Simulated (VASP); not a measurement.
Nb4C2N2 (ordered alloy cell): computed properties

The numbers are results of PBEsol GGA, VASP's PBE PAW potentials (set 64) (plane waves; VASP), not measurements.

```
Quantity                                                                                                  Value
----------------------------------  ---------------------------------------------------------------------------
space group                                                                                          R-3m (166)
cell                                a = 3.116 Å, b = 3.116 Å, c = 30.692 Å, α = 90.00°, β = 90.00°, γ = 120.00°
volume per atom                                                                                  10.75 Å^3/atom
band gap (over mesh and band path)                                     none (metal, semimetal or under 0.01 eV)
density                                                                                              8.18 g/cm³
```

```
Nb2CN
1.0
    0.00000     2.20331     2.20331
    2.20331     0.00000     2.20331
    8.84435     8.84435    -0.03112
Nb N C
4 2 2
Direct
  0.00015   0.00015   0.99989
  0.00000   0.00000   0.25000
  0.99985   0.99985   0.50011
  0.00000   0.00000   0.75000
  0.49692   0.49692   0.12731
  0.50308   0.50308   0.37269
  0.50277   0.50277   0.62292
  0.49723   0.49723   0.87708
```

The structure was generated: Nb4C2N2 was put into an ordered model structure (R-3m), which need not be its known phase. It was relaxed first. Symmetry was kept, so distortions that lower it aren't found.
